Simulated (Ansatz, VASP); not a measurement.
# GaSi4As in two plane-wave programs, part 3 of 3

Wanted: the spread between two codes on one cell, functional and k mesh. The cell is generated by rule, not measured, and may not be a known phase. The cell is taken from a series of runs on this material, whose earlier steps may have relaxed, scaled, displaced or heated it; both programs get it as it stands.

VASP 6.6.1 and Ansatz 0.2.0.

So far: VASP: relaxation of cell and atoms, PBEsol, pair 1; Ansatz: relaxation of cell and atoms, PBEsol, pair 1; Comparison; VASP: relaxation of cell and atoms, PBEsol, pair 2; Ansatz: relaxation of cell and atoms, PBEsol, pair 2; Side by side.

### Step 8. VASP: relaxation of cell and atoms, PBEsol, pair 3

Level of this step: PBEsol; plane waves and PAW (As, Ga_d, Si); invented cell (VASP).

The relaxed volume is the usual yardstick between codes: in a stiff, nearly cubic crystal its relative difference is about their pressure difference at one cell divided by the bulk modulus.

INCAR reads:

```
SYSTEM = GaSi4As
PREC = Accurate
ENCUT = 500
EDIFF = 1E-07
NELM = 120
ISMEAR = 1
SIGMA = 0.15
LREAL = .FALSE.
ALGO = Normal
GGA = PS
NBANDS = 23
LORBIT = 11
LWAVE = .FALSE.
LCHARG = .FALSE.
ISIF = 3
IBRION = 2
NSW = 80
EDIFFG = -0.005
LASPH = .TRUE.
GGA_COMPAT = .FALSE.
NELMIN = 4
KPAR = 2
```

POSCAR reads:

```
GaSi4As
1.0
    2.7513750000      2.7513750000      0.0000000000
   -2.7646870000      2.7646870000      0.0000000000
    2.7580310000     -0.0066560000      8.2492740000
As Ga Si
1 1 4
Direct
    0.4145586629      0.0854415189      0.1708830377
    0.0057278374      0.9942721626      0.9885443252
    0.3285104847      0.6714895153      0.3429790306
    0.7482179643      0.7517822174      0.5035644349
    0.6669583287      0.3330416713      0.6660833426
    0.0860273279      0.4139728539      0.8279457077
```

KPOINTS reads:

```
Automatic mesh
0
Gamma
8 8 8
0 0 0
```

Potentials, in the order of the species: As, Ga_d and Si (PBE family, release 64).

On the command line:

```sh
$ mpirun -np 2 vasp_std
```

Numbers of over 12 decimals in the logs are rounded to 6 here.

The log of the run:

```text
[... set-up lines as in an earlier step ...]
 entering main loop
       N       E                     dE             d eps       ncg     rms          rms(c)
DAV:   1     0.179937610084E+03    0.17994E+03   -0.14229E+04  4440   0.152E+03
DAV:   2    -0.113604442937E+02   -0.19130E+03   -0.18166E+03  4748   0.348E+02
DAV:   3    -0.316053039995E+02   -0.20245E+02   -0.19424E+02  5391   0.912E+01
DAV:   4    -0.322716226575E+02   -0.66632E+00   -0.66273E+00  5690   0.176E+01
[...]
DAV:  12    -0.315745437670E+02    0.10302E-05   -0.25835E-05  5503   0.332E-02    0.111E-02
DAV:  13    -0.315745451794E+02   -0.14124E-05   -0.51722E-06  5674   0.131E-02    0.544E-03
DAV:  14    -0.315745451526E+02    0.26771E-07   -0.56885E-07  5510   0.478E-03
   1 F= -.31574545E+02 E0= -.31574546E+02  d E =-.315745E+02
[... from here on, the cycles between the ionic steps are left out ...]
   2 F= -.31574646E+02 E0= -.31574646E+02  d E =-.100871E-03
   3 F= -.31574661E+02 E0= -.31574661E+02  d E =-.115836E-03
   4 F= -.31574660E+02 E0= -.31574660E+02  d E =-.115141E-03
   5 F= -.31574661E+02 E0= -.31574661E+02  d E =-.115638E-03
   6 F= -.31574661E+02 E0= -.31574661E+02  d E =-.115818E-03
   7 F= -.31574680E+02 E0= -.31574680E+02  d E =-.186886E-04
   8 F= -.31574682E+02 E0= -.31574683E+02  d E =-.215042E-04
   9 F= -.31574687E+02 E0= -.31574686E+02  d E =-.408647E-05
 trial-energy change:   -0.000004  1 .order   -0.000004   -0.000007   -0.000001
 step:   1.2619(harm=  1.2619)  dis= 0.00043  next Energy=   -31.574687 (dE=-0.423E-05)
 reached required accuracy - stopping structural energy minimisation
```

OUTCAR, selected parts (step 8):

```text
  Total       -0.0026614     -0.0026614     -0.0043474      0.0017785      0.0000000      0.0000000
  in kB       -0.0339224     -0.0339224     -0.0554121      0.0226683      0.0000000      0.0000000
  external PRESSURE =      -0.0410856 kB  Pullay stress =       0.0000000 kB

 POSITION                                       TOTAL-FORCE (eV/Angst)
 -----------------------------------------------------------------------------------
      1.37620      1.37620      1.40875         0.000000     -0.000000      0.000384
     -0.00708      2.75948      8.15714        -0.000000     -0.000000     -0.001382
     -0.00708      2.75948      2.83225        -0.000000      0.000000     -0.001841
      1.36912      4.13568      4.15756         0.000000      0.000000      0.002265
      2.75240      2.75240      5.49824         0.000000     -0.000000      0.000692
      1.37620      1.37620      6.83441         0.000000     -0.000000     -0.000119
 -----------------------------------------------------------------------------------
    total drift:                               -0.000093     -0.000063      0.000125

  FREE ENERGIE OF THE ION-ELECTRON SYSTEM (eV)
  ---------------------------------------------------
  free  energy   TOTEN  =       -31.5746865611 eV

  energy  without entropy=      -31.5746851919  energy(sigma->0) =      -31.57468610

[... 2 parts as in an earlier step ...]

[... 2 further parts left out ...]
[key lines of the parts left out:]
E-fermi :   5.4584
```

### Step 9. Ansatz: relaxation of cell and atoms, PBEsol, pair 3

The same cell, functional, mesh and smearing now go to Ansatz, which takes its cutoff from its data sets.

The cell is taken from a series of runs on this material, whose earlier steps may have relaxed, scaled, displaced or heated it; both programs get it as it stands.

input.yaml reads:

```yaml
crystal:
  lattice:
    - [2.7513754693, 2.7513754693, 0.0]
    - [-2.7646872913, 2.7646872913, 0.0]
    - [2.7580313803, -0.006655911, 8.2492735583]
  atoms:
    - { symbol: As, position: [0.4145584549, 0.0854415451, 0.1708830902] }
    - { symbol: Ga, position: [0.0057278416, -0.0057278416, -0.0114556831] }
    - { symbol: Si, position: [0.3285104835, 0.6714895165, 0.3429790331] }
    - { symbol: Si, position: [0.7482177904, 0.7517822096, 0.5035644193] }
    - { symbol: Si, position: [0.666958294, 0.333041706, 0.6660834121] }
    - { symbol: Si, position: [0.0860271358, 0.4139728642, 0.8279457285] }
kpoints:
  mp_grid: { grid: [8, 8, 8] }
hamiltonian:
  xc: pbesol
scf:
  occupations: { method: methfessel_paxton, width: 0.15 }
output:
  forces: true
  stress: true
  eigenvalues: true
  write_density: true
  write_potential: true
  elf: true
  volumetric_format: npy
relax:
  adjacent_minimum: "off"
  f_tol: 0.001
  max_steps: 60
  cell: { stress_tol: 0.01 }
```

On the command line:

```sh
$ ansatz run input.yaml --threads 8 --pin off --max-ram 14336MiB --backend cpu --events-out ev --progress --plain --runs-dir out
```

The log of the run:

```text
[...]
Crystal: 6 atoms, lattice volume = 125.499 Å³
Basis set: ecut = 420 eV, 2511 PW (Γ), exchange–correlation on 54×54×120 points (8 copies of the dense FFT grid, shifted against one another)
Bands: 28, of which v1, the nominal top of the filled ones, is band 22 counted from 1 (21 counted from 0)
Symmetry: 4 space group operations
[...]
k-points: 95 of 512 (time reversal used)
[...]
- [2.750965, 2.750965, 0]
    - [-2.765051, 2.765051, 0]
    - [2.758008, -0.00704283, 8.249227]
  atoms:
    - { symbol: As, position: [0.414565, 0.085435, 0.170870] }
    - { symbol: Ga, position: [0.00575056, -0.00575056, -0.011501] }
    - { symbol: Si, position: [0.328518, 0.671482, 0.342965] }
    - { symbol: Si, position: [0.748192, 0.751808, 0.503616] }
    - { symbol: Si, position: [0.666960, 0.333040, 0.666081] }
    - { symbol: Si, position: [0.086015, 0.413985, 0.827970] }
[key lines of the parts left out:]
SCF converged after 8 iterations
Free energy (F): -11042.324856 eV
Fermi energy:    7.255346 eV
P = ⅓ Tr σ = -0.0002 GPa (-0.002 kbar)
```

### Step 10. Side by side

What differs besides the data sets and the points named for the pairs above, as far as they apply: the data sets hold 44 valence electrons in Ansatz (on its default PAW (the set named soft_2) files) and 34 in VASP. Total energies have different zeros and are not compared.

Compared:

```
                                         quantity  Ansatz    VASP  difference
                                      volume (Å³)  125.50  125.70     -0.16 %
edge a after relaxation, in the typed setting (Å)   3.890   3.893     -0.05 %
edge b after relaxation, in the typed setting (Å)   3.910   3.913     -0.05 %
edge c after relaxation, in the typed setting (Å)   8.698   8.703     -0.06 %
```

### Step 11. Results

```yaml
difference_in_volume_relaxation_of_cell_and_atoms_pbesol_pair_1: -0.20 %
difference_in_volume_relaxation_of_cell_and_atoms_pbesol_pair_2: -0.16 %
difference_in_volume_relaxation_of_cell_and_atoms_pbesol_pair_3: -0.16 %
```

The difference in volume is -0.20 % (relaxation of cell and atoms, PBEsol, pair 1), within the 1.2 % picked in this series as the mark of a large difference, as far as the stopping tolerances let one tell. The data sets hold unlike numbers of valence electrons (44 in Ansatz and 34 in VASP), so part of the differences comes from the potentials. 1 further run of this series is not shown here. Such differences can come from data sets, numerical settings and the points named under the comparisons, not from the functional's error against experiment.

[Lines on the potential files, build, host, timing and source positions are cut from VASP's logs without a mark.]

[Logs are printed without paths, hosts, clocks, repeated set-up lines and the standing remarks that a program may print on its own settings, such as how far it seeks lower states.]

[Hosts, paths, dates, database ids (printed as entryN), source tags and the programs' standing remarks are cut or masked in the printed files.]
